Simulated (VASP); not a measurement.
Level of theory: PBEsol GGA, VASP's PBE PAW potentials (set 64) (plane waves; VASP). For the first row: Numerical set-up: 400 eV cut-off, 4×4×4 Γ-centred mesh, tetrahedra with Blöchl corrections, potentials As Pt.

```
system          energy (eV/atom)
--------------  ----------------
PtAs₂ (pyrite)           -6.2809
As (a7)                  -5.1080
Pt (fcc)                 -6.9625
```

The references are the elements' solids at the same level; no temperature or zero-point terms are added.   Spin-orbit coupling is left out, which shifts such energies by up to tenths of an eV for the heavy elements here.

What is the formation energy per atom of PtAs₂?

The references average (8×(-5.1080) + 4×(-6.9625))/12 = -5.7262 eV, so the formation energy is -6.2809 − (-5.7262) = -0.555 eV/atom.
